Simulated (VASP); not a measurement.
Method: PBEsol GGA, VASP's PBE PAW potentials (set 64) (plane waves; VASP).

VASP ran on this input.

### KPOINTS
```
Automatic mesh
0
Gamma
16 16 16
0 0 0
```

### POSCAR
```
Ta
1
   -1.6171434043     1.6171434043     1.6171434043
    1.6171434043    -1.6171434043     1.6171434043
    1.6171434043     1.6171434043    -1.6171434043
Ta
1
Direct
  0.0000000000   0.0000000000   0.0000000000
```

### INCAR
```
ALGO = Normal
EDIFF = 1E-6
EDIFFG = -0.02
ENCUT = 500
GGA = PS
IBRION = 2
ISIF = 3
ISMEAR = 1
LASPH = T
LCHARG = F
LMAXMIX = 6
LREAL = F
LWAVE = F
NELM = 100
NSW = 40
PREC = Accurate
PSTRESS = 200
SIGMA = 0.1
SYSTEM = Ta
```

POTCAR, in this order: Ta_pv (PBE.64 set). Program: vasp_std.

Output

### OSZICAR
```
       N       E                     dE             d eps       ncg     rms          rms(c)
DAV:   1     0.433347157156E+02    0.43335E+02   -0.64869E+03  2610   0.115E+03
DAV:   2    -0.123564838208E+02   -0.55691E+02   -0.54766E+02  3345   0.242E+02
DAV:   3    -0.129863767144E+02   -0.62989E+00   -0.61475E+00  2914   0.257E+01
DAV:   4    -0.129899189380E+02   -0.35422E-02   -0.35396E-02  2984   0.170E+00
DAV:   5    -0.129899439130E+02   -0.24975E-04   -0.24975E-04  2900   0.116E-01    0.154E+01
DAV:   6    -0.126368828166E+02    0.35306E+00   -0.36614E-01  2700   0.738E+00    0.769E+00
DAV:   7    -0.125249630216E+02    0.11192E+00   -0.30952E-01  2742   0.644E+00    0.413E-01
DAV:   8    -0.125231812214E+02    0.17818E-02   -0.47731E-03  2788   0.920E-01    0.116E-01
DAV:   9    -0.125231450026E+02    0.36219E-04   -0.13508E-04  2787   0.149E-01    0.280E-02
DAV:  10    -0.125231433226E+02    0.16800E-05   -0.33261E-06  3121   0.254E-02    0.427E-03
DAV:  11    -0.125231431906E+02    0.13198E-06   -0.10969E-07  1403   0.445E-03
   1 F= -.10411478E+02 E0= -.10411253E+02  d E =-.104115E+02
       N       E                     dE             d eps       ncg     rms          rms(c)
DAV:   1    -0.135133244570E+02   -0.99018E+00   -0.48217E+01  2661   0.996E+01    0.134E+01
DAV:   2    -0.123227240647E+02    0.11906E+01   -0.14560E+00  2646   0.173E+01    0.466E+00
DAV:   3    -0.120162804906E+02    0.30644E+00   -0.89616E-01  2697   0.129E+01    0.182E+00
DAV:   4    -0.120211575333E+02   -0.48770E-02   -0.14230E-02  3166   0.135E+00    0.249E-01
DAV:   5    -0.120209167775E+02    0.24076E-03   -0.12980E-03  2706   0.464E-01    0.101E-01
DAV:   6    -0.120209186869E+02   -0.19094E-05   -0.17478E-05  2850   0.579E-02    0.852E-03
DAV:   7    -0.120209187331E+02   -0.46204E-07   -0.19476E-07  1636   0.542E-03
   2 F= -.10219401E+02 E0= -.10219330E+02  d E =0.192078E+00
       N       E                     dE             d eps       ncg     rms          rms(c)
DAV:   1    -0.133339445594E+02   -0.13130E+01   -0.31576E+01  2651   0.872E+01    0.959E+00
DAV:   2    -0.126253488618E+02    0.70860E+00   -0.97244E-01  2678   0.125E+01    0.339E+00
DAV:   3    -0.124636575086E+02    0.16169E+00   -0.51245E-01  2694   0.893E+00    0.999E-01
DAV:   4    -0.124665784806E+02   -0.29210E-02   -0.62366E-03  3084   0.894E-01    0.130E-01
DAV:   5    -0.124666599960E+02   -0.81515E-04   -0.32650E-04  2792   0.208E-01    0.650E-02
DAV:   6    -0.124666632282E+02   -0.32322E-05   -0.46699E-06  2933   0.278E-02    0.484E-03
DAV:   7    -0.124666633295E+02   -0.10130E-06   -0.13832E-07  1512   0.445E-03
   3 F= -.10432650E+02 E0= -.10432522E+02  d E =-.211719E-01
       N       E                     dE             d eps       ncg     rms          rms(c)
DAV:   1    -0.124635205881E+02    0.31426E-02   -0.56137E-03  2660   0.112E+00    0.129E-01
DAV:   2    -0.124633870274E+02    0.13356E-03   -0.17440E-04  2666   0.174E-01    0.444E-02
DAV:   3    -0.124633566227E+02    0.30405E-04   -0.95467E-05  2691   0.125E-01    0.153E-02
DAV:   4    -0.124633578220E+02   -0.11993E-05   -0.13216E-06  2479   0.131E-02    0.145E-03
DAV:   5    -0.124633578503E+02   -0.28301E-07   -0.10769E-07  1329   0.398E-03
   4 F= -.10432698E+02 E0= -.10432579E+02  d E =-.212200E-01
```

**OUTCAR**
```
------------------------ aborting loop because EDIFF is reached ----------------------------------------
  FORCE on cell =-STRESS in cart. coord.  units (eV):
  Direction    XX          YY          ZZ          XY          YZ          ZX
  --------------------------------------------------------------------------------------
  Total        2.0249457      2.0249457      2.0249457     -0.0000000      0.0000000     -0.0000000
  in kB      199.4372352    199.4372352    199.4372352     -0.0000000      0.0000000     -0.0000000
  external PRESSURE =      -0.5627648 kB  Pullay stress =     200.0000000 kB
  volume of cell :       16.27
      direct lattice vectors                 reciprocal lattice vectors
    -1.596194863  1.596194863  1.596194863     0.000000000  0.313244963  0.313244963
     1.596194863 -1.596194863  1.596194863     0.313244963  0.000000000  0.313244963
     1.596194863  1.596194863 -1.596194863     0.313244963  0.313244963  0.000000000
 POSITION                                       TOTAL-FORCE (eV/Angst)
 -----------------------------------------------------------------------------------
      1.59619      1.59619      1.59619         0.000000     -0.000000     -0.000000
 -----------------------------------------------------------------------------------
    total drift:                                0.000000     -0.000000      0.000000
  FREE ENERGIE OF THE ION-ELECTRON SYSTEM (eV)
  ---------------------------------------------------
  free  energy   TOTEN  =       -12.4633578503 eV

  energy  without entropy=      -12.4629993643  energy(sigma->0) =      -12.46323835
  enthalpy is  TOTEN    =       -10.4326982408 eV   P V=        2.0306596095

 reached required accuracy - stopping structural energy minimisation
```
(Selected blocks of OUTCAR.)

### CONTCAR
```
Ta
   1.00000000000000
    -1.5961948625817550    1.5961948625817550    1.5961948625817550
     1.5961948625817550   -1.5961948625817550    1.5961948625817550
     1.5961948625817550    1.5961948625817550   -1.5961948625817550
  Ta
     1
Direct
     1.0000000000000000    1.0000000000000000    1.0000000000000000
```

Energy and stress use the plane-wave basis of the starting cell.

The compound is Ta in the bcc structure. This run relaxes it under an external pressure of 20 GPa. Symmetry was kept, so distortions that lower it aren't found.
